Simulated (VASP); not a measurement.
Method: PBE GGA with spin-orbit coupling, VASP's PBE PAW potentials (set 64) (plane waves; VASP).

VASP input:

**KPOINTS**
```
Automatic mesh
0
Gamma
6 6 6
0 0 0
```

### POSCAR
```
CdS
1
    0.0000000000     2.9614133213     2.9614133213
    2.9614133213     0.0000000000     2.9614133213
    2.9614133213     2.9614133213     0.0000000000
Cd S
1 1
Direct
  1.0000000000   1.0000000000   1.0000000000
  0.2500000000   0.2500000000   0.2500000000
```

**INCAR**
```
! general
SYSTEM     = CdS
PREC       = Accurate
ENCUT      = 350
LREAL      = .False.
LASPH      = .True.   ! aspherical one-centre terms

! electronic loop
EDIFF      = 1E-6   ! SCF stop (eV)
NELM       = 100
ALGO       = Normal
LMAXMIX    = 4

! smearing
ISMEAR     = 0
SIGMA      = 0.05

! functional
GGA        = PE
GGA_COMPAT = .False.

! spin
MAGMOM     = 0 0 0 0 0 0
LSORBIT    = .True.

! output
LWAVE      = .True.
LCHARG     = .False.
```

POTCAR, in this order: Cd S (PBE.64 set). Program: vasp_ncl.

Question: What does the run give for the energy per atom (σ→0), band gap (on the k-mesh)?

Answer: 
```json
{
  "energy per atom (σ→0)": "-3.084 eV/atom",
  "band gap (on the k-mesh)": "1.03 eV"
}
```

OSZICAR:
```
...
DAV:   8    -0.616935301696E+01    0.63192E-03   -0.28229E-02  1196   0.235E+00    0.845E-01
DAV:   9    -0.616878499475E+01    0.56802E-03   -0.22293E-03  1304   0.737E-01    0.241E-01
DAV:  10    -0.616883856877E+01   -0.53574E-04   -0.13219E-03  1210   0.435E-01    0.603E-02
DAV:  11    -0.616897849326E+01   -0.13992E-03   -0.32371E-04  1182   0.246E-01    0.731E-02
DAV:  12    -0.616899517903E+01   -0.16686E-04   -0.60979E-05  1166   0.767E-02    0.131E-02
DAV:  13    -0.616899394179E+01    0.12372E-05   -0.95361E-06  1272   0.221E-02    0.673E-03
DAV:  14    -0.616899421761E+01   -0.27582E-06   -0.78095E-07   976   0.780E-03
   1 F= -.61689942E+01 E0= -.61689942E+01  d E =-.133208E-10  mag=     0.0000     0.0000    -0.0000
```

The compound is CdS in the zinc blende structure, a metastable form; wurtzite is the usual one. It was relaxed first, which changed the volume by +5 %.
